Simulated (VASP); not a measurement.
Level of theory: LDA (Ceperley-Alder, Perdew-Zunger), VASP's LDA PAW potentials (set 64) (plane waves; VASP 6.6.1).

Input for VASP

KPOINTS:
```
Regular mesh
0
gamma
  10 10 10
0 0 0
```

INCAR:
```
# general
SYSTEM=LiF
PREC  =Accurate
ENCUT =650
LREAL =.False.
LASPH =.True.

# electronic loop
EDIFF =1E-7
NELM  =100
ALGO  =Normal

# smearing
ISMEAR=0
SIGMA =0.05

# ions
IBRION=6
NSW   =1
ISIF  =3
POTIM =0.015
NFREE =2

# output
LWAVE =.False.
LCHARG=.False.
```

### POSCAR
```
LiF
1
    0.0000000000     1.9527207814     1.9527207814
    1.9527207814     0.0000000000     1.9527207814
    1.9527207814     1.9527207814     0.0000000000
Li F
1 1
Direct
  0.0000000000   0.0000000000   0.0000000000
  0.5000000000   0.5000000000   0.5000000000
```

POTCAR, in this order: Li_sv F (LDA.64 set). Program: vasp_std.

What VASP printed:

File OUTCAR:
```


   1 f  =   10.420570 THz    65.474370 2PiTHz  347.592787 cm-1    43.095994 meV

   2 f  =   10.420570 THz    65.474370 2PiTHz  347.592787 cm-1    43.095994 meV

   3 f  =   10.420570 THz    65.474370 2PiTHz  347.592787 cm-1    43.095994 meV

   4 f/i=    0.004152 THz     0.026090 2PiTHz    0.138506 cm-1     0.017173 meV

   5 f/i=    0.004152 THz     0.026090 2PiTHz    0.138506 cm-1     0.017173 meV

   6 f/i=    0.004152 THz     0.026090 2PiTHz    0.138506 cm-1     0.017173 meV

 ELASTIC MODULI CONTR FROM IONIC RELAXATION (kBar)
 Direction    XX          YY          ZZ          XY          YZ          ZX
 --------------------------------------------------------------------------------
 XX           0.0000      0.0000      0.0000      0.0000      0.0000      0.0000
 YY           0.0000      0.0000      0.0000      0.0000      0.0000      0.0000
 ZZ           0.0000      0.0000      0.0000      0.0000      0.0000      0.0000
 XY           0.0000      0.0000      0.0000      0.0000      0.0000      0.0000
 YZ           0.0000      0.0000      0.0000      0.0000      0.0000      0.0000
 ZX           0.0000      0.0000      0.0000      0.0000      0.0000      0.0000
 --------------------------------------------------------------------------------

 TOTAL ELASTIC MODULI (kBar)
 Direction    XX          YY          ZZ          XY          YZ          ZX
 --------------------------------------------------------------------------------
 XX        1624.9135    500.3392    500.3392      0.0000      0.0000      0.0000
 YY         500.3392   1624.9135    500.3392     -0.0000     -0.0000     -0.0000
 ZZ         500.3392    500.3392   1624.9135     -0.0000      0.0000     -0.0000
 XY           0.0000     -0.0000     -0.0000    694.3273     -0.0000      0.0000
 YZ           0.0000     -0.0000      0.0000     -0.0000    694.3273     -0.0000
 ZX           0.0000     -0.0000     -0.0000      0.0000     -0.0000    694.3273
 --------------------------------------------------------------------------------
```
(Selected blocks of OUTCAR.)

The compound is LiF in the rock salt structure. It was relaxed first, which changed the volume by -9 %.
